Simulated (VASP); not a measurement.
VASP runs on BRh (a trial cell in the NbAs structure, space group I4_1md) share one base input (PBE GGA, plane waves, VASP's PBE PAW potentials (set 64)) and change the settings named in each case.

KPOINTS:
```
Automatic mesh
0
Gamma
14 14 14
0 0 0
```

### POSCAR
```
BRh
1
   -1.3832360000     1.3832360000     4.6829550000
    1.3832360000    -1.3832360000     4.6829550000
    1.3832360000     1.3832360000    -4.6829550000
Rh B
2 2
Direct
  0.7500000000   0.7500000000   0.0000000000
  0.5000000000   0.0000000000   0.5000000000
  0.1660000000   0.1660000000   0.0000000000
  0.9160000000   0.4160000000   0.5000000000
```

**INCAR**
```
SYSTEM = BRh
PREC = Accurate
ENCUT = 520
EDIFF = 1E-6
NELM = 100
ALGO = Normal
LREAL = .FALSE.
LASPH = .TRUE.
ISMEAR = 1
SIGMA = 0.1
GGA = PE
LMAXMIX = 4
LWAVE = .FALSE.
LCHARG = .FALSE.
ISIF = 2
```

POTCAR, in this order: Rh_pv B (PBE.64 set). Program: vasp_std.

```
change        pressure (GPa)  electronic steps
------------  --------------  ----------------
base run               56.67                13
EDIFF = 1E-2           57.14                 9
EDIFF = 1E-3           56.44                10
EDIFF = 1E-4           56.34                10
EDIFF = 1E-5           56.72                11
EDIFF = 1E-8           56.67                15
```

Left out are runs that ran out of time, are held back, or changed the cell or the kind of run, fixed moments of cells without a moment, rows past the twelfth, gaps on odd meshes, pressures of charged cells and columns that move by less than the noise.

The structure was generated: BRh was put into the NbAs type (I4_1md), which need not be its known phase. The cell was not relaxed at this level.
